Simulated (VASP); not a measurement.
A convergence study with VASP on CoGa (CsCl type): a few settings are varied, all else stays as given below, so the limit is that of these other settings.

```
CoGa
1.0
    2.88000     0.00000     0.00000
    0.00000     2.88000     0.00000
    0.00000     0.00000     2.88000
Ga Co
1 1
Direct
  0.50000   0.50000   0.50000
  0.00000   0.00000   0.00000
```

Method: PBE GGA, VASP's PBE PAW potentials (set 64) (plane waves; VASP). The last row used: 550 eV cut-off, 20×20×20 Γ-centred mesh, second-order Methfessel-Paxton smearing of 0.40 eV, potentials Ga_d Co.

```tsv
setting	E (eV/atom)	pressure (GPa)	irreducible k-points
ISMEAR = -1, SIGMA = 0.01, 7×7×7 mesh	-5.2316	0.58	20
ISMEAR = -1, SIGMA = 0.1, 7×7×7 mesh	-5.2364	0.72	20
ISMEAR = 0, SIGMA = 0.01, 7×7×7 mesh	-5.2314	0.58	20
ISMEAR = 0, SIGMA = 0.1, 7×7×7 mesh	-5.2334	0.63	20
ISMEAR = 1, SIGMA = 0.01, 7×7×7 mesh	-5.2314	0.59	20
ISMEAR = 1, SIGMA = 0.2, 7×7×7 mesh	-5.2335	0.60	20
ISMEAR = 2, SIGMA = 0.05, 7×7×7 mesh	-5.2316	0.56	20
ISMEAR = 2, SIGMA = 0.2, 7×7×7 mesh	-5.2332	0.59	20
ISMEAR = -1, SIGMA = 0.01, 14×14×14 mesh	-5.2386	0.44	120
ISMEAR = -1, SIGMA = 0.2, 14×14×14 mesh	-5.2364	1.41	120
ISMEAR = 0, SIGMA = 0.01, 14×14×14 mesh	-5.2386	0.44	120
ISMEAR = 0, SIGMA = 0.2, 14×14×14 mesh	-5.2389	0.60	120
ISMEAR = 1, SIGMA = 0.01, 14×14×14 mesh	-5.2386	0.44	120
ISMEAR = 1, SIGMA = 0.4, 14×14×14 mesh	(withheld)	(withheld)	120
ISMEAR = 2, SIGMA = 0.05, 14×14×14 mesh	-5.2386	0.44	120
ISMEAR = 2, SIGMA = 0.4, 14×14×14 mesh	-5.2380	0.55	120
ISMEAR = -1, SIGMA = 0.05, 20×20×20 mesh	-5.2390	0.51	286
ISMEAR = -1, SIGMA = 0.2, 20×20×20 mesh	-5.2364	1.41	286
ISMEAR = 0, SIGMA = 0.05, 20×20×20 mesh	-5.2390	0.44	286
ISMEAR = 0, SIGMA = 0.2, 20×20×20 mesh	-5.2391	0.59	286
ISMEAR = 1, SIGMA = 0.05, 20×20×20 mesh	-5.2391	0.43	286
ISMEAR = 1, SIGMA = 0.4, 20×20×20 mesh	(withheld)	0.44	286
ISMEAR = 2, SIGMA = 0.1, 20×20×20 mesh	-5.2390	0.42	286
ISMEAR = 2, SIGMA = 0.4, 20×20×20 mesh	-5.2382	0.54	286
```

Task: Complete the blanks.

Result: 
- ISMEAR = 1, SIGMA = 0.4, 14×14×14 mesh, E (eV/atom): -5.2394
- ISMEAR = 1, SIGMA = 0.4, 14×14×14 mesh, pressure (GPa): 0.45
- ISMEAR = 1, SIGMA = 0.4, 20×20×20 mesh, E (eV/atom): -5.2395

Left out are rungs that failed or repeat a setting and relaxations that didn't move; long series are thinned to 24 rows.

The compound is CoGa in the CsCl type structure. The cell was not relaxed at this level. The run is not spin-polarised, so no magnetic state was tried.
